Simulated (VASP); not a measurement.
Here is a VASP 6.6.1 calculation.

Contents of run.py:

```python
from ase.calculators.vasp import Vasp
from ase.dft.bandgap import bandgap
from ase.io import read

atoms = read('NbTlTe2.cif')
calc = Vasp(
    directory='calc',
    xc='lda',
    pp='LDA',
    setups='recommended',
    prec='Accurate',
    encut=520,
    ediff=1e-07,
    ismear=0,
    sigma=0.1,
    lreal=False,
    lasph=True,
    nelm=60,
    algo='Fast',
    isif=2,
    lwave=False,
    lcharg=True,
    lmaxmix=4,
    ldautype=2,
    ldauprint=1,
    lelf=True,
    lvhar=True,
    ldau_luj={'Nb': {'L': 2, 'U': 6, 'J': 0.5}},
    kpts=[8, 8, 3],
    gamma=True,
    nbands=27,
)
atoms.calc = calc

print('energy (eV):', atoms.get_potential_energy())
print('free energy (eV):', atoms.get_potential_energy(force_consistent=True))
print('forces (eV/A):')
print(atoms.get_forces())
print('stress (eV/A^3, Voigt):', atoms.get_stress())
print('Fermi level (eV):', calc.get_fermi_level())
gap, top, bottom = bandgap(calc)
print('band gap (eV):', gap, 'from (spin, k, band)', top, 'to', bottom)
```

Contents of NbTlTe2.cif:

```cif
data_NbTlTe2
_cell_length_a 3.24065521
_cell_length_b 3.24065521
_cell_length_c 7.98473032
_cell_angle_alpha 90.00000000
_cell_angle_beta 90.00000000
_cell_angle_gamma 90.00000000
_space_group_name_H-M_alt 'P1'
_space_group_name_Hall 'P 1'
_space_group_IT_number 1
loop_
_space_group_symop_operation_xyz
'x,y,z'
loop_
_atom_site_label
_atom_site_type_symbol
_atom_site_symmetry_multiplicity
_atom_site_Wyckoff_symbol
_atom_site_fract_x
_atom_site_fract_y
_atom_site_fract_z
_atom_site_occupancy
Nb1 Nb 1 a 0.5000000000 0.5000000000 0.0000000000 1
Tl1 Tl 1 a 0.5000000000 0.5000000000 0.5000000000 1
Te1 Te 1 a 0.0000000000 0.0000000000 0.8093700000 1
Te2 Te 1 a 0.0000000000 0.0000000000 0.1906300000 1
```

Potentials or basis: VASP PAW LDA potentials, release 64 (Nb_sv, Tl_d, Te).

Launch:

```bash
$ python run.py
```

**Question.** Estimate the band gap on the k mesh.

**Answer.** None (metal or under the smearing width).

**Question.** What does it give for the pressure?

**Answer.** 22.7 GPa.

Forces on the atoms (eV/Å):
```
Nb   0.000  0.000  0.000
Tl   0.000  0.000  0.000
Te   0.000  0.000 -2.481
Te   0.000  0.000  2.481
```

Caveat: U without spin polarisation on a metal has little footing; the U is typed as a test and isn't derived for this compound. Spin-orbit coupling is left out, which matters for the levels of Te, Tl.
